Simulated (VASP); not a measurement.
Here is the system:

```xyz
4
Lattice="1.6336 -2.8295 0.0000 1.6336 2.8295 0.0000 0.0000 0.0000 5.2871" Properties=species:S:1:pos:R:3 pbc="T T T"
Zn     1.6336    -0.9432     2.6534
Zn     1.6336     0.9432     0.0098
O      1.6336    -0.9432     4.6535
O      1.6336     0.9432     2.0099
```

Method: optB88-vdW, VASP's PBE PAW potentials (set 64) (plane waves; VASP). Settings: 520 eV cut-off, Gaussian smearing of 0.050 eV, potentials Zn O.

**Question.** What does the run give for the band gap (along the path) with the smallest direct gap where there is one?

**Answer.** 
```json
{
 "band gap (along the path)": "0.80 eV",
 "smallest direct gap (along the path)": "0.80 eV"
}
```

The compound is ZnO in the wurtzite structure. It was relaxed first.
